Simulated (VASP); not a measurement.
# HfTa (Cmmm) in VASP: single point with PBE

Aim: the single point of HfTa with PBE.

Everything below comes from runs of VASP 6.6.1. Logs are shortened: lines on timing, memory, paths and dates and some standing lists are left out, and cuts for length are marked.

### 1 The crystal as given

It takes space group Cmmm (No. 65, orthorhombic). Conventional cell: a = 3.425 Å, b = 4.799 Å, c = 4.848 Å, α = 90.00°, β = 90.00°, γ = 90.00°. Hf (site symmetry mmm) is surrounded by 4 Hf at 2.95 Å and 4 Ta at 2.97 Å. Around Ta (site symmetry mmm) lie 4 Ta at 2.95 Å and 4 Hf at 2.97 Å.

The cell comes from a database or a generator and needn't be the stable form of this composition.

### 2 Single point, PBE

The input, INCAR:

```
ALGO = Fast
EDIFF = 1E-6
ENCUT = 520
GGA = PE
ISIF = 2
ISMEAR = 0
LASPH = T
LCHARG = T
LELF = T
LREAL = F
LVHAR = T
LWAVE = F
NBANDS = 18
NELM = 100
PREC = Accurate
SIGMA = 0.15
```

The input, KPOINTS:

```
k-points
0
Gamma
  18 18 10
```

The input, POSCAR:

```
HfTa
1.0
    1.7127470000     -2.3996010000      0.0000000000
    1.7127470000      2.3996010000      0.0000000000
    0.0000000000      0.0000000000      4.8475550000
Hf Ta
1 1
Direct
    0.0000000000      0.0000000000      0.0000000000
    0.5000000000      0.5000000000      0.5000000000
```

Potentials or basis: VASP PAW PBE potentials, release 64 (Hf_pv, Ta_pv).

Run with:

```
$ cat potpaw_PBE.64/Hf_pv/POTCAR potpaw_PBE.64/Ta_pv/POTCAR > POTCAR
$ mpirun -np 1 vasp_std > vasp.out
```

OUTCAR:

```text
EDIFF = 1E-6
   ENCUT = 520
   GGA = PE
   ISIF = 2
   ISMEAR = 0
   LASPH = T
   LREAL = F
   NELM = 100
   PREC = Accurate

 ion  position               nearest neighbor table
   1  0.000  0.000  0.000-   2 2.97   2 2.97   2 2.97   2 2.97   2 3.41   2 3.41   2 3.41   2 3.41

   2  0.500  0.500  0.500-   1 2.97   1 2.97   1 2.97   1 2.97   1 3.41   1 3.41   1 3.41   1 3.41

  LATTYP: Found a base centered orthorhombic cell.
 ALAT       =     3.4254940000
 B/A-ratio  =     1.4010247865
 C/A-ratio  =     1.4151404148

  Lattice vectors:

 A1 = (   1.7127470000,  -2.3996010000,   0.0000000000)
 A2 = (   1.7127470000,   2.3996010000,   0.0000000000)
 A3 = (   0.0000000000,   0.0000000000,   4.8475550000)

Analysis of symmetry for initial positions (statically):
=====================================================================
 Subroutine PRICEL returns:
 Original cell was already a primitive cell.

 Routine SETGRP: Setting up the symmetry group for a
 base centered orthorhombic supercell.

 Subroutine GETGRP returns: Found  8 space group operations
 (whereof  8 operations were pure point group operations)
 out of a pool of  8 trial point group operations.

The static configuration has the point symmetry D_2h.

Analysis of symmetry for dynamics (positions and initial velocities):
=====================================================================
 Subroutine PRICEL returns:
 Original cell was already a primitive cell.

 Routine SETGRP: Setting up the symmetry group for a
 base centered orthorhombic supercell.

 Subroutine GETGRP returns: Found  8 space group operations
 (whereof  8 operations were pure point group operations)
 out of a pool of  8 trial point group operations.

The dynamic configuration has the point symmetry D_2h.

 Subroutine INISYM returns: Found  8 space group operations
 (whereof  8 operations are pure point group operations),
 and found     1 'primitive' translations

----------------------------------------------------------------------------------------

                                     Primitive cell

  volume of cell :      39.8460

  direct lattice vectors                    reciprocal lattice vectors
     1.712747000 -2.399601000  0.000000000     0.291928697 -0.208367975  0.000000000
     1.712747000  2.399601000  0.000000000     0.291928697  0.208367975  0.000000000
     0.000000000  0.000000000  4.847555000     0.000000000  0.000000000  0.206289562

[... 83 lines left out ...]
   EDIFF  = 0.1E-05   stopping-criterion for ELM
   LREAL  =      F    real-space projection
   EDIFFG = 0.1E-04   stopping-criterion for IOM
   NSW    =      0    number of steps for IOM
   IBRION =     -1    ionic relax: 0-MD 1-quasi-New 2-CG
   NFREE  =      0    steps in history (QN), initial steepest desc. (CG)
   ISIF   =      2    stress and relaxation
   ISYM   =      2    0-nonsym 1-usesym 2-fastsym
   POTIM  = 0.5000    time-step for ionic-motion
   TEBEG  =    0.0;   TEEND  =   0.0 temperature during run
   PSTRESS=    0.0 pullay stress
   NELECT =      21.0000    total number of electrons
   NUPDOWN=      -1.0000    fix difference up-down
   EMIN   =  10.00;   EMAX   =-10.00  energy-range for DOS
   EFERMI =   0.00;   METHOD = LEGACY
   ISMEAR =     0;   SIGMA  =   0.15  broadening in eV -4-tet -1-fermi 0-gaus
   EFERMI_NEDOS =   21; number of points for ismear=-14 and -15
   IALGO  =     68    algorithm
   IMIX   =      4    mixing-type and parameters
     AMIX     =   0.40;   BMIX     =  1.00
     AMIX_MAG =   1.60;   BMIX_MAG =  1.00
  volume/ion in A,a.u.               =      19.92       134.45
  Fermi-wavevector in a.u.,A,eV,Ry     =   1.322370  2.498917 23.791990  1.748662
  Thomas-Fermi vector in A             =   2.452056
   LORBIT       =      0    0 simple, 1 ext, 2 COOP (PROOUT), +10 PAW based schemes
   GGA     = PE    functional components
   LHFCALC =     F    Hartree Fock is set to
   AEXX    =    0.0000 exact exchange contribution
   IVDW    =     0    specifies the selected vdW correction
   LEPSILON=     F    determine dielectric tensor
   LRPA    =     F    only Hartree local field effects (RPA)
 non-spin polarized calculation
 RMM-DIIS sequential band-by-band and
 Gauss-broadening in eV      SIGMA  =   0.15
  energy-cutoff  :      520.00
  volume of cell :       39.85
 maximum number of plane-waves:      1095
 NGX is ok and might be reduce to    24
   NGX = 11   NGY = 11   NGZ = 19

 number of electron      21.0000004 magnetization

 Free energy of the ion-electron system (eV)
  ---------------------------------------------------
  ext. energy  EPLUGINS =         0.00000000
  ---------------------------------------------------
  free energy    TOTEN  =       -21.43708572 eV

  energy without entropy =      -21.39848322  energy(sigma->0) =      -21.41778447

 E-fermi :   5.0358     XC(G=0): -11.9634

 val. band max:        5.0345159251   @ k =  -0.2778   0.1667   0.2000
 cond. band min:       5.0364826705   @ k =   0.3333  -0.0000   0.4000
 fundamental gap:      0.0019667454
 Fermi energy:         5.0357774551

 k-point     1 :       0.0000    0.0000    0.0000
  band No.  band energies     occupation
      1     -28.8949      2.00000
      2     -28.5113      2.00000
      3     -28.3329      2.00000
      4     -24.8268      2.00000
      5     -24.5420      2.00000
      6     -24.4024      2.00000
[... 481 lines left out ...]
      5     -24.8029      2.00000
      6     -24.4903      2.00000
[... 10 lines left out ...]
     17      10.7552      0.00000
     18      14.2086      0.00000

 [... further k-points ...]

------------------------ aborting loop because EDIFF is reached ----------------------------------------

  FORCE on cell =-STRESS in cart. coord.  units (eV):
  Direction    XX          YY          ZZ          XY          YZ          ZX
  --------------------------------------------------------------------------------------
  -------------------------------------------------------------------------------------
  Total        0.0655621      0.1251629      0.0992494     -0.0000000      0.0000000      0.0000000
  in kB        2.6361992      5.0327022      3.9907415     -0.0000000      0.0000000      0.0000000
  external PRESSURE =       3.8865476 kB  Pullay stress =       0.0000000 kB

 VOLUME and BASIS-vectors are now :
 -----------------------------------------------------------------------------
  energy-cutoff  :      520.00
  volume of cell :       39.85
      direct lattice vectors                 reciprocal lattice vectors
     1.712747000 -2.399601000  0.000000000     0.291928697 -0.208367975  0.000000000
     1.712747000  2.399601000  0.000000000     0.291928697  0.208367975  0.000000000
     0.000000000  0.000000000  4.847555000     0.000000000  0.000000000  0.206289562

 POSITION                                       TOTAL-FORCE (eV/Angst)
 -----------------------------------------------------------------------------------
      0.00000      0.00000      0.00000         0.000000      0.000000      0.000000
      1.71275      0.00000      2.42378         0.000000      0.000000      0.000000
 -----------------------------------------------------------------------------------
    total drift:                                0.000000      0.000000     -0.000000

  FREE ENERGIE OF THE ION-ELECTRON SYSTEM (eV)
  ---------------------------------------------------
  free  energy   TOTEN  =       -21.4370857209 eV

  energy  without entropy=      -21.3984832248  energy(sigma->0) =      -21.41778447
```

stdout:

```text
POSCAR found type information on POSCAR HfTa
 POSCAR found :  2 types and       2 ions
 scaLAPACK will be used
 LDA part: xc-table for (Slater+PW92), standard interpolation
 POSCAR, INCAR and KPOINTS ok, starting setup
 FFT: planning ... GRIDC
 FFT: planning ... GRID_SOFT
 FFT: planning ... GRID
 WAVECAR not read
 entering main loop
```

It took 3.2 min on 1 thread of Intel Xeon Platinum 8559C (Emerald Rapids), shared host; peak memory 0.49 GiB.

Results:

```
Free energy            : -21.4371 eV
Pressure               : 0.4 GPa
Band gap on the k mesh : none (metal or under the smearing width)
```

Stress tensor (GPa, compression positive):
```
0.26 0.00 0.00
0.00 0.50 0.00
0.00 0.00 0.40
```
